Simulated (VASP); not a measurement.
All values below come from LDA (Ceperley-Alder, Perdew-Zunger), VASP's LDA PAW potentials (set 64) (plane waves; VASP 6.6.1).

A VASP calculation is set up with these files.

### KPOINTS
```
Automatic mesh
0
Gamma
11 11 11
0 0 0
```

### POSCAR
```
MgO
1
    0.0000000000     2.0970000000     2.0970000000
    2.0970000000     0.0000000000     2.0970000000
    2.0970000000     2.0970000000     0.0000000000
Mg O
1 1
Direct
  0.0018910000  -0.0076220000   0.0067860000
  0.4981090000   0.5076220000   0.4932140000
```

### INCAR
```
SYSTEM = MgO
PREC = Accurate
ENCUT = 400
EDIFF = 1E-6
NELM = 100
ALGO = Normal
LREAL = .FALSE.
LASPH = .TRUE.
ISMEAR = 0
SIGMA = 0.01
LWAVE = .FALSE.
LCHARG = .FALSE.
ISIF = 2
```

POTCAR, in this order: Mg O (LDA.64 set). Program: vasp_std.

The run wrote:

**OSZICAR**
```
       N       E                     dE             d eps       ncg     rms          rms(c)
DAV:   1     0.242678457477E+01    0.24268E+01   -0.43561E+03 13472   0.712E+02
DAV:   2    -0.148154056247E+02   -0.17242E+02   -0.16629E+02 12720   0.111E+02
DAV:   3    -0.149979905490E+02   -0.18258E+00   -0.18258E+00 14200   0.122E+01
DAV:   4    -0.149982160961E+02   -0.22555E-03   -0.22555E-03 14312   0.385E-01
DAV:   5    -0.149982162121E+02   -0.11598E-06   -0.11598E-06 14408   0.603E-03    0.693E+00
DAV:   6    -0.135201548817E+02    0.14781E+01   -0.95347E+00 10656   0.212E+01    0.228E+00
DAV:   7    -0.134776342691E+02    0.42521E-01   -0.47046E-02 11176   0.242E+00    0.128E+00
DAV:   8    -0.134528983443E+02    0.24736E-01   -0.25427E-02 10784   0.209E+00    0.131E-01
DAV:   9    -0.134528241913E+02    0.74153E-04   -0.14006E-04 17160   0.122E-01    0.817E-02
DAV:  10    -0.134527999935E+02    0.24198E-04   -0.43138E-05 10864   0.754E-02    0.767E-03
DAV:  11    -0.134527991894E+02    0.80405E-06   -0.26420E-06 10128   0.121E-02
   1 F= -.13452799E+02 E0= -.13452799E+02  d E =-.661712E-49
```

**OUTCAR**
```
------------------------ aborting loop because EDIFF is reached ----------------------------------------
  FORCE on cell =-STRESS in cart. coord.  units (eV):
  Direction    XX          YY          ZZ          XY          YZ          ZX
  --------------------------------------------------------------------------------------
  Total       -1.2437090     -1.1880286     -1.2197596      0.0008564      0.0058120     -0.0005558
  in kB     -108.0448515   -103.2077246   -105.9642901      0.0743968      0.5049067     -0.0482833
  external PRESSURE =    -105.7389554 kB  Pullay stress =       0.0000000 kB
  volume of cell :       18.44
      direct lattice vectors                 reciprocal lattice vectors
     0.000000000  2.097000000  2.097000000    -0.238435861  0.238435861  0.238435861
     2.097000000  0.000000000  2.097000000     0.238435861 -0.238435861  0.238435861
     2.097000000  2.097000000  0.000000000     0.238435861  0.238435861 -0.238435861
  FREE ENERGIE OF THE ION-ELECTRON SYSTEM (eV)
  ---------------------------------------------------
  free  energy   TOTEN  =       -13.4527991894 eV

  energy  without entropy=      -13.4527991894  energy(sigma->0) =      -13.45279919
```
(Selected blocks of OUTCAR.)

At this cut-off the stress carries a Pulay error, which pulls relaxed volumes low.

The structure comes from a computed database's MgO entry; how it stands against other phases isn't given here. The cell was not relaxed at this level, atoms are displaced from their ideal sites. The run is one of a series of settings (GGA removed, POTCAR Mg O (LDA.64 set) against the base run), some of them coarse on purpose.
